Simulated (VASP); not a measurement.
Here is the system:

```xyz
5
Lattice="2.1199 1.2240 9.2688 -2.1199 1.2240 9.2688 0.0000 -2.4479 9.2688" Properties=species:S:1:pos:R:3 pbc="T T T"
In     0.0000     0.0000    16.6576
In     0.0000     0.0000    11.1488
Te     0.0000     0.0000     5.8821
Te     0.0000     0.0000    21.9242
Te     0.0000     2.4479    18.5376
```

Method: LDA (Ceperley-Alder, Perdew-Zunger), VASP's LDA PAW potentials (set 64) (plane waves; VASP 6.6.1). Settings: 400 eV cut-off, Gaussian smearing of 0.050 eV, potentials In_d Te.

Task: Give the energies of bands 14 to 25 at the high-symmetry points, in eV from the Fermi level.

Result: 
```json
[
 {"band": "14", "Γ": "-5.34", "T": "-6.26", "H2": "-6.24", "L": "-6.45", "S0": "-6.25", "F": "-6.61"},
 {"band": "15", "Γ": "-4.56", "T": "-2.79", "H2": "-6.03", "L": "-5.68", "S0": "-6.02", "F": "-5.58"},
 {"band": "16", "Γ": "-1.11", "T": "-1.90", "H2": "-4.35", "L": "-5.04", "S0": "-4.36", "F": "-4.32"},
 {"band": "17", "Γ": "-1.11", "T": "-1.15", "H2": "-3.83", "L": "-2.54", "S0": "-4.03", "F": "-3.24"},
 {"band": "18", "Γ": "-1.01", "T": "-1.15", "H2": "-3.77", "L": "-2.42", "S0": "-3.50", "F": "-3.23"},
 {"band": "19", "Γ": "-1.01", "T": "-0.88", "H2": "-3.26", "L": "-2.40", "S0": "-3.45", "F": "-2.92"},
 {"band": "20", "Γ": "-0.38", "T": "-0.88", "H2": "-2.60", "L": "-2.38", "S0": "-2.32", "F": "-1.37"},
 {"band": "21", "Γ": "-0.38", "T": "-0.50", "H2": "-1.29", "L": "-1.24", "S0": "-1.59", "F": "-1.21"},
 {"band": "22", "Γ": "0.02", "T": "-0.50", "H2": "-0.64", "L": "-1.09", "S0": "-0.47", "F": "-0.83"},
 {"band": "23", "Γ": "0.31", "T": "1.59", "H2": "0.67", "L": "-0.31", "S0": "0.57", "F": "-0.02"},
 {"band": "24", "Γ": "2.16", "T": "1.66", "H2": "1.67", "L": "1.89", "S0": "1.65", "F": "1.65"},
 {"band": "25", "Γ": "2.50", "T": "2.58", "H2": "3.86", "L": "2.76", "S0": "3.78", "F": "2.68"}
]
```

It has no gap at this level: it comes out as a metal or semimetal.

The structure comes from a computed database's In2Te3 entry (R-3m); how it stands against other phases isn't given here. It was relaxed first, which changed the volume by -10 %.
